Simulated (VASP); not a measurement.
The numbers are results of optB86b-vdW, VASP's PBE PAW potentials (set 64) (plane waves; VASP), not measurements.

The input files of a VASP run:

### INCAR
```
SYSTEM = PtSe2
PREC = Accurate
ENCUT = 520
EDIFF = 1E-7
NELM = 100
ALGO = Normal
LREAL = .FALSE.
LASPH = .TRUE.
ISMEAR = -5
GGA = MK
PARAM1 = 0.1234
PARAM2 = 1.0
LUSE_VDW = .TRUE.
AGGAC = 0.0
LMAXMIX = 6
LWAVE = .FALSE.
LCHARG = .TRUE.
LORBIT = 11
NEDOS = 601
ISIF = 2
LEFG = .TRUE.
```

### POSCAR
```
PtSe2
9.9453180
  0.1901360525  -0.3293253288   0.0000000000
  0.1901360525   0.3293253288   0.0000000000
  0.0000000000   0.0000000000   0.5000000001
Pt Se
1 2
Cartesian
  0.0000000000   0.0000000000   0.0000000000
  0.1901360525   0.1097753291   0.1301582450
  0.1901360525  -0.1097753291   0.3698417551
```

**KPOINTS**
```
Automatic
0
gamma
 10 10 7
0 0 0
```

POTCAR, in this order: Pt Se (PBE.64 set). Program: vasp_std.

What VASP printed:

File OUTCAR:
```
 ion  position               nearest neighbor table
   1  0.000  0.000  0.000-   2 2.54   3 2.54   3 2.54   2 2.54   3 2.54   2 2.54
   2  0.333  0.667  0.260-   1 2.54   1 2.54   1 2.54
   3  0.667  0.333  0.740-   1 2.54   1 2.54   1 2.54
  LATTYP: Found a hexagonal cell.
 ALAT       =     3.7819272301
 C/A-ratio  =     1.3148478800
 Subroutine PRICEL returns:
 Original cell was already a primitive cell.
 Subroutine GETGRP returns: Found 12 space group operations
The static configuration has the point symmetry D_3d.
The dynamic configuration has the point symmetry D_3d.
 Subroutine INISYM returns: Found 12 space group operations
 Subroutine IBZKPT returns following result:
 Found     80 irreducible k-points:

 Following reciprocal coordinates:
            Coordinates               Weight
  0.000000  0.000000  0.000000      1.000000
  0.100000  0.000000  0.000000      6.000000
  0.200000  0.000000  0.000000      6.000000
  0.300000  0.000000  0.000000      6.000000
  0.400000  0.000000  0.000000      6.000000
  0.500000  0.000000  0.000000      3.000000
  0.100000  0.100000  0.000000      6.000000
  0.200000  0.100000  0.000000     12.000000
  0.300000  0.100000  0.000000     12.000000
  0.400000  0.100000  0.000000     12.000000
  0.200000  0.200000  0.000000      6.000000
  0.300000  0.200000  0.000000     12.000000
  0.400000  0.200000  0.000000      6.000000
  0.300000  0.300000  0.000000      6.000000
  0.000000  0.000000  0.142857      2.000000
  0.100000  0.000000  0.142857      6.000000
  0.000000  0.100000  0.142857      6.000000
  0.200000  0.000000  0.142857      6.000000
  0.000000  0.200000  0.142857      6.000000
  0.300000  0.000000  0.142857      6.000000
  0.000000  0.300000  0.142857      6.000000
  0.400000  0.000000  0.142857      6.000000
...
```

OSZICAR:
```
       N       E                     dE             d eps       ncg     rms          rms(c)
DAV:   1     0.121712766921E+03    0.12171E+03   -0.10271E+04  2416   0.129E+03
DAV:   2    -0.467181553132E+01   -0.12638E+03   -0.12414E+03  3079   0.237E+02
DAV:   3    -0.960479205122E+01   -0.49330E+01   -0.49099E+01  2940   0.501E+01
DAV:   4    -0.964169873759E+01   -0.36907E-01   -0.36902E-01  2911   0.475E+00
DAV:   5    -0.964212228079E+01   -0.42354E-03   -0.42351E-03  2974   0.473E-01    0.119E+01
DAV:   6    -0.912520965254E+01    0.51691E+00   -0.52886E+00  2421   0.225E+01    0.747E+00
DAV:   7    -0.889468016216E+01    0.23053E+00   -0.10126E+00  2428   0.107E+01    0.354E+00
DAV:   8    -0.887958840268E+01    0.15092E-01   -0.70606E-02  2568   0.193E+00    0.894E-01
DAV:   9    -0.887772144434E+01    0.18670E-02   -0.10659E-02  2617   0.111E+00    0.196E-01
DAV:  10    -0.887783956603E+01   -0.11812E-03   -0.14173E-03  2771   0.289E-01    0.420E-02
DAV:  11    -0.887791519507E+01   -0.75629E-04   -0.58872E-05  2925   0.789E-02    0.221E-02
DAV:  12    -0.887788981626E+01    0.25379E-04   -0.10005E-05  2596   0.259E-02    0.287E-03
DAV:  13    -0.887788752043E+01    0.22958E-05   -0.63620E-07  3135   0.586E-03    0.135E-03
DAV:  14    -0.887788610117E+01    0.14193E-05   -0.62637E-08  1718   0.227E-03    0.518E-04
DAV:  15    -0.887788589425E+01    0.20692E-06   -0.15730E-08  1298   0.987E-04    0.119E-04
DAV:  16    -0.887788589826E+01   -0.40091E-08   -0.16436E-09  1298   0.334E-04
   1 F= -.88778859E+01 E0= -.88778859E+01  d E =0.000000E+00
```

OUTCAR:
```
------------------------ aborting loop because EDIFF is reached ----------------------------------------
  FORCE on cell =-STRESS in cart. coord.  units (eV):
  Direction    XX          YY          ZZ          XY          YZ          ZX
  --------------------------------------------------------------------------------------
  Total       -0.0025754     -0.0025754      0.0542826      0.0000000      0.0000000     -0.0000000
  in kB       -0.0669901     -0.0669901      1.4119702      0.0000000      0.0000000     -0.0000000
  external PRESSURE =       0.4259967 kB  Pullay stress =       0.0000000 kB
  volume of cell :       61.60
      direct lattice vectors                 reciprocal lattice vectors
     1.890963505 -3.275245120  0.000000000     0.264415468 -0.152660330  0.000000000
     1.890963505  3.275245120  0.000000000     0.264415468  0.152660330  0.000000000
     0.000000000  0.000000000  4.972659001     0.000000000  0.000000000  0.201099653
 POSITION                                       TOTAL-FORCE (eV/Angst)
 -----------------------------------------------------------------------------------
      0.00000      0.00000      0.00000         0.000000     -0.000000      0.000000
      1.89096      1.09175      1.29447        -0.000000      0.000000     -0.023021
      1.89096     -1.09175      3.67819         0.000000     -0.000000      0.023021
 -----------------------------------------------------------------------------------
    total drift:                                0.000000     -0.000000      0.000000
  FREE ENERGIE OF THE ION-ELECTRON SYSTEM (eV)
  ---------------------------------------------------
  free  energy   TOTEN  =        -8.8778858983 eV

  energy  without entropy=       -8.8778858983  energy(sigma->0) =       -8.87788590

 total charge

# of ion       s       p       d       tot
------------------------------------------
    1        0.662   0.650   8.012   9.324
    2        1.491   2.211   0.064   3.765
    3        1.491   2.211   0.064   3.765
--------------------------------------------------
tot          3.643   5.072   8.139  16.855

 Electric field gradients after diagonalization (V/A^2)
 (convention: |V_zz| > |V_xx| > |V_yy|)
----------------------------------------------------------------------
 ion       V_xx      V_yy      V_zz     asymmetry (V_yy - V_xx)/ V_zz
----------------------------------------------------------------------
   1     -61.237   -61.236   122.472       0.000
   2      19.973    19.973   -39.946       0.000
   3      19.973    19.973   -39.946       0.000
```
(Selected blocks of OUTCAR.)

OUTCAR:
```
 val. band max:        6.2625933087   @ k =   0.0000   0.0000   0.1429

 cond. band min:       6.1493638779   @ k =  -0.1000   0.3000   0.4286


 Fermi energy:         6.2394533474

 k-point     1 :       0.0000    0.0000    0.0000
  band No.  band energies     occupation
      1      -9.2314      2.00000
      2      -6.4544      2.00000
      3      -0.7276      2.00000
      4       0.1196      2.00000
      5       0.1197      2.00000
      6       2.4560      2.00000
      7       2.4560      2.00000
      8       3.7187      2.00000
      9       5.2103      2.00000
     10       5.2104      2.00000
     11       6.8159     -0.76323
     12       7.3563      0.00000
     13       7.3563      0.00000
     14       9.7334      0.00000
     15      10.0954      0.00000

 k-point     2 :       0.1000    0.0000    0.0000
  band No.  band energies     occupation
      1      -9.1273      2.00000
      2      -6.5042      2.00000
      3      -0.5961      2.00000
      4       0.1868      2.00000
      5       0.2072      2.00000
      6       2.3099      2.00000
      7       2.3827      2.00000
      8       3.5000      2.00000
      9       4.7959      2.00000
     10       5.0704      2.00000
     11       6.2236      1.43371
     12       7.4481      0.00000
     13       7.5751      0.00000
     14      10.4010      0.00000
     15      10.7249      0.00000

 k-point     3 :       0.2000    0.0000    0.0000
  band No.  band energies     occupation
      1      -8.8304      2.00000
      2      -6.6401      2.00000
      3      -0.2310      2.00000
      4       0.3665      2.00000
      5       0.4598      2.00000
      6       1.6959      2.00000
      7       2.2358      2.00000
      8       3.0233      2.00000
      9       4.3136      2.00000
     10       4.6596      2.00000
     11       5.3134      2.03922
     12       7.6793      0.00000
     13       7.7249      0.00000
     14      11.1787      0.00000
     15      11.7411      0.00000
...
```

For a metal the tetrahedron method with Blöchl corrections gives inexact stress and forces. Unless said otherwise, spin-orbit coupling is left out, though it shifts the bands of the heavy elements here.

The compound is PtSe2 in the 1T layered structure. It was relaxed first.
